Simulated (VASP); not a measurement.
Level of theory: PBE GGA, VASP's PBE PAW potentials (set 64) (plane waves; VASP).

VASP ran on this input.

**INCAR**
```
# general
SYSTEM  = BC63
PREC    = Normal
ENCUT   = 400
LREAL   = Auto   # projection in real space or not
LASPH   = .TRUE.
ISYM    = 0
NELECT  = 253.0

# electronic loop
EDIFF   = 1E-5
NELM    = 100   # most electronic steps
NELMIN  = 4
ALGO    = Fast

# smearing
ISMEAR  = 0
SIGMA   = 0.05   # width (eV)

# functional
GGA     = PE   # PBE

# spin
ISPIN   = 2
MAGMOM  = 64*0.0156
NUPDOWN = 1

# ions
IBRION  = 2   # conjugate gradients
NSW     = 60
ISIF    = 2   # forces and stress, cell fixed
EDIFFG  = -0.03   # ionic stop

# output
LWAVE   = .FALSE.
LCHARG  = .FALSE.
LORBIT  = 10
```

**KPOINTS**
```
Automatic mesh
0
Gamma
1 1 1
0 0 0
```

File POSCAR:
```
BC63
1
    7.1465551590    -0.0000000000    -0.0000000000
   -0.0000000000     7.1465551590     0.0000000000
    0.0000000000     0.0000000000     7.1465551590
C B
63 1
Direct
  0.5000000000   0.0000000000   0.0000000000
  0.6250000000   0.1250000000   0.1250000000
  0.7500000000   0.2500000000   0.0000000000
  0.8750000000   0.3750000000   0.1250000000
  0.7500000000   0.0000000000   0.2500000000
  0.8750000000   0.1250000000   0.3750000000
  0.0000000000   0.0000000000   0.0000000000
  0.1250000000   0.1250000000   0.1250000000
  0.2500000000   0.2500000000   0.0000000000
  0.3779220000   0.3813560000   0.1264290000
  0.5000000000   0.5000000000   0.0000000000
  0.6221630000   0.6256250000   0.1314910000
  0.7500000000   0.7500000000   0.0000000000
  0.8750000000   0.8750000000   0.1250000000
  0.2500000000   0.0000000000   0.2500000000
  0.3722660000   0.1199380000   0.3816600000
  0.4931090000   0.2555290000   0.2479560000
  0.6309860000   0.3736050000   0.3745580000
  0.7492630000   0.5057250000   0.2519950000
  0.8713530000   0.6274720000   0.3740070000
  0.5000000000   0.0000000000   0.5000000000
  0.6295120000   0.1269340000   0.6319690000
  0.7503770000   0.2464250000   0.4933900000
  0.8776730000   0.3721460000   0.6287850000
  0.7500000000   0.0000000000   0.7500000000
  0.8750000000   0.1250000000   0.8750000000
  0.0000000000   0.5000000000   0.0000000000
  0.1250000000   0.6250000000   0.1250000000
  0.2500000000   0.7500000000   0.0000000000
  0.3750000000   0.8750000000   0.1250000000
  0.0000000000   0.2500000000   0.2500000000
  0.1212510000   0.3791190000   0.3726260000
  0.2433690000   0.5065190000   0.2562790000
  0.3802810000   0.6278250000   0.3704390000
  0.5042690000   0.7484150000   0.2529620000
  0.6220480000   0.8693390000   0.3773430000
  0.0000000000   0.0000000000   0.5000000000
  0.1250000000   0.1250000000   0.6250000000
  0.2495390000   0.2448110000   0.5005920000
  0.3705330000   0.3737420000   0.6271410000
  0.6186640000   0.6244080000   0.6195910000
  0.7523380000   0.7452300000   0.5037010000
  0.8750000000   0.8750000000   0.6250000000
  0.2500000000   0.0000000000   0.7500000000
  0.3750000000   0.1250000000   0.8750000000
  0.5019090000   0.2463970000   0.7538920000
  0.6189840000   0.3787420000   0.8740960000
  0.7565560000   0.5038140000   0.7477110000
  0.8750000000   0.6250000000   0.8750000000
  0.0000000000   0.7500000000   0.2500000000
  0.1250000000   0.8750000000   0.3750000000
  0.0000000000   0.5000000000   0.5000000000
  0.1307270000   0.6186550000   0.6258810000
  0.2560990000   0.7446800000   0.4998990000
  0.3782160000   0.8804740000   0.6181030000
  0.0000000000   0.2500000000   0.7500000000
  0.1250000000   0.3750000000   0.8750000000
  0.2474290000   0.5018490000   0.7459890000
  0.3752290000   0.6266760000   0.8710870000
  0.4985890000   0.7533980000   0.7478150000
  0.6250000000   0.8750000000   0.8750000000
  0.0000000000   0.7500000000   0.7500000000
  0.1250000000   0.8750000000   0.8750000000
  0.4941840000   0.5012280000   0.5031820000
```

POTCAR, in this order: C B (PBE.64 set). Program: vasp_gam.

Task: What will the output report for the number of irreducible k-points (NKPTS), largest plane-wave count, FFT grid (NGX, NGY, NGZ)?

Result: 
| Property | Value |
|---|---|
| number of irreducible k-points (NKPTS) | 1 |
| largest plane-wave count | 3310 |
| FFT grid (NGX, NGY, NGZ) | 36 × 36 × 36 |

The cell is a supercell with a defect, built from C (diamond): B_C, charge +2.
